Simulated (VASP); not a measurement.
All values below come from r2SCAN meta-GGA, VASP's PBE PAW potentials (set 64) (plane waves; VASP).

A VASP calculation is set up with these files.

### KPOINTS
```
Automatic mesh
0
G
14 14 14
```

**POSCAR**
```
In
1
   -1.6073579208     1.6073579208     2.4869414651
    1.6073579208    -1.6073579208     2.4869414651
    1.6073579208     1.6073579208    -2.4869414651
In
1
Direct
  0.0000000000   0.0000000000   0.0000000000
```

**INCAR**
```
# general
SYSTEM =In
PREC   =Accurate
ENCUT  =480
LREAL  =.False.
LASPH  =.True.

# electronic loop
EDIFF  =1E-7
NELM   =100
ALGO   =Normal
LMAXMIX=4
LMIXTAU=.True.

# smearing
ISMEAR =1
SIGMA  =0.1

# functional
METAGGA=R2SCAN

# ions
IBRION =2
NSW    =40
ISIF   =3
EDIFFG =-0.01
PSTRESS=10

# output
LWAVE  =.False.
LCHARG =.False.
```

POTCAR, in this order: In_d (PBE.64 set). Program: vasp_std.

The resulting files:

OSZICAR:
```
       N       E                     dE             d eps       ncg     rms          rms(c)
DAV:   1     0.480323661185E+02    0.48032E+02   -0.64036E+03  4890   0.161E+03
DAV:   2    -0.223097316498E+02   -0.70342E+02   -0.69286E+02  4958   0.286E+02
DAV:   3    -0.249955148041E+02   -0.26858E+01   -0.26784E+01  5656   0.654E+01
DAV:   4    -0.250630062728E+02   -0.67491E-01   -0.67472E-01  6450   0.103E+01
DAV:   5    -0.250658964159E+02   -0.28901E-02   -0.28900E-02  6116   0.168E+00    0.375E+00
DAV:   6    -0.224260665715E+02    0.26398E+01   -0.16027E+00  5432   0.321E+01    0.146E+00
DAV:   7    -0.225498947173E+02   -0.12383E+00   -0.18720E-01  5028   0.935E+00    0.127E+00
DAV:   8    -0.225332584669E+02    0.16636E-01   -0.10061E-01  4974   0.336E+00    0.247E-01
DAV:   9    -0.225731371176E+02   -0.39879E-01   -0.35382E-02  4948   0.200E+00    0.191E-01
DAV:  10    -0.225697870544E+02    0.33501E-02   -0.23026E-03  5464   0.781E-01    0.105E-01
DAV:  11    -0.225735504608E+02   -0.37634E-02   -0.31154E-03  4984   0.797E-01    0.141E-01
DAV:  12    -0.225739889487E+02   -0.43849E-03   -0.54862E-04  5492   0.453E-01    0.212E-02
DAV:  13    -0.225741650222E+02   -0.17607E-03   -0.16782E-04  5090   0.187E-01    0.239E-02
DAV:  14    -0.225741629650E+02    0.20572E-05   -0.19407E-05  5628   0.591E-02    0.435E-02
DAV:  15    -0.225741604418E+02    0.25233E-05   -0.19945E-06  5220   0.163E-02    0.395E-02
DAV:  16    -0.225741738071E+02   -0.13365E-04   -0.57584E-06  5016   0.267E-02    0.181E-02
DAV:  17    -0.225741749741E+02   -0.11670E-05   -0.18337E-06  5316   0.137E-02    0.596E-03
DAV:  18    -0.225741752607E+02   -0.28660E-06   -0.12110E-07  5184   0.505E-03    0.763E-03
DAV:  19    -0.225741754164E+02   -0.15569E-06   -0.54269E-08  3170   0.324E-03    0.814E-03
DAV:  20    -0.225741753727E+02    0.43662E-07   -0.15812E-07  3910   0.839E-03
   1 F= -.22413762E+02 E0= -.22413752E+02  d E =-.224138E+02
```

**OUTCAR**
```
------------------------ aborting loop because EDIFF is reached ----------------------------------------
  FORCE on cell =-STRESS in cart. coord.  units (eV):
  Direction    XX          YY          ZZ          XY          YZ          ZX
  --------------------------------------------------------------------------------------
  Total        0.1658540      0.1658540      0.1523084      0.0000000      0.0000000      0.0000000
  in kB       10.3391697     10.3391697      9.4947530      0.0000000      0.0000000      0.0000000
  external PRESSURE =       0.0576975 kB  Pullay stress =      10.0000000 kB
  volume of cell :       25.70
      direct lattice vectors                 reciprocal lattice vectors
    -1.607357921  1.607357921  2.486941465     0.000000000  0.311069485  0.201050168
     1.607357921 -1.607357921  2.486941465     0.311069485  0.000000000  0.201050168
     1.607357921  1.607357921 -2.486941465     0.311069485  0.311069485  0.000000000
 POSITION                                       TOTAL-FORCE (eV/Angst)
 -----------------------------------------------------------------------------------
      0.00000      0.00000      0.00000        -0.000000      0.000000     -0.000000
 -----------------------------------------------------------------------------------
    total drift:                               -0.000000      0.000000      0.000000
  FREE ENERGIE OF THE ION-ELECTRON SYSTEM (eV)
  ---------------------------------------------------
  free  energy   TOTEN  =       -22.5741753727 eV

  energy  without entropy=      -22.5741443580  energy(sigma->0) =      -22.57416503
  enthalpy is  TOTEN    =       -22.4137621508 eV   P V=        0.1604132219

 reached required accuracy - stopping structural energy minimisation
```
(Selected blocks of OUTCAR.)

The compound is In in the bct structure. It was relaxed first under an external pressure of 1 GPa.
